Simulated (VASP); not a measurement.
A convergence study with VASP on Li (bcc): one setting is varied, all else stays as given below, so the limit is that of these other settings.

```
CELL_PARAMETERS angstrom
     -1.74500     1.74500     1.74500
      1.74500    -1.74500     1.74500
      1.74500     1.74500    -1.74500
ATOMIC_POSITIONS crystal
  Li 0.00000 0.00000 0.00000
```

Computed with PBE GGA, VASP's PBE PAW potentials (set 64) (plane waves; VASP). The tightest run used: 700 eV cut-off, 24×24×24 Γ-centred mesh, tetrahedra with Blöchl corrections, potentials Li_sv.

### Question
The settings run are 3×3×3 mesh; 4×4×4 mesh; 5×5×5 mesh; 6×6×6 mesh; 7×7×7 mesh; 8×8×8 mesh; 9×9×9 mesh; 10×10×10 mesh; 11×11×11 mesh; 12×12×12 mesh; 13×13×13 mesh; 14×14×14 mesh; 15×15×15 mesh; 16×16×16 mesh; 17×17×17 mesh; 18×18×18 mesh; 19×19×19 mesh; 20×20×20 mesh; 21×21×21 mesh; 22×22×22 mesh; 23×23×23 mesh; 24×24×24 mesh. From which on does the energy per atom stay within 0.001 eV/atom of the tightest run?

### Answer
From 9×9×9 mesh on: it is off by 0.0004 there and by no more than 0.001 in any finer run, while 8×8×8 mesh is off by 0.0026.
| setting | E (eV/atom) | pressure (GPa) | irreducible k-points | difference judged (eV/atom) |
|---|---|---|---|---|
| 3×3×3 mesh | -1.9951 | -1.05 | 4 | 0.0923 |
| 4×4×4 mesh | -1.9805 | -1.13 | 8 | 0.0777 |
| 5×5×5 mesh | -1.9198 | -0.91 | 10 | 0.0170 |
| 6×6×6 mesh | -1.9225 | -0.91 | 16 | 0.0198 |
| 7×7×7 mesh | -1.9051 | -0.84 | 20 | 0.0023 |
| 8×8×8 mesh | -1.9053 | -0.83 | 29 | 0.0026 |
| 9×9×9 mesh | -1.9031 | -0.82 | 35 | 0.0004 |
| 10×10×10 mesh | -1.9029 | -0.80 | 47 | 0.0001 |
| 11×11×11 mesh | -1.9027 | -0.80 | 56 | 0.0000 |
| 12×12×12 mesh | -1.9027 | -0.80 | 72 | 0.0001 |
| 13×13×13 mesh | -1.9025 | -0.80 | 84 | 0.0002 |
| 14×14×14 mesh | -1.9027 | -0.79 | 104 | 0.0000 |
| 15×15×15 mesh | -1.9024 | -0.79 | 120 | 0.0003 |
| 16×16×16 mesh | -1.9028 | -0.79 | 145 | 0.0000 |
| 17×17×17 mesh | -1.9026 | -0.79 | 165 | 0.0002 |
| 18×18×18 mesh | -1.9028 | -0.79 | 195 | 0.0000 |
| 19×19×19 mesh | -1.9028 | -0.79 | 220 | 0.0000 |
| 20×20×20 mesh | -1.9027 | -0.79 | 256 | 0.0001 |
| 21×21×21 mesh | -1.9028 | -0.79 | 286 | 0.0000 |
| 22×22×22 mesh | -1.9027 | -0.79 | 328 | 0.0000 |
| 23×23×23 mesh | -1.9028 | -0.79 | 364 | 0.0000 |
| 24×24×24 mesh | -1.9028 | -0.79 | 413 | 0.0000 |

Left out are rungs that failed or repeat a setting and relaxations that didn't move; long series are thinned to 24 rows.

The compound is Li in the bcc structure. The cell was not relaxed at this level.
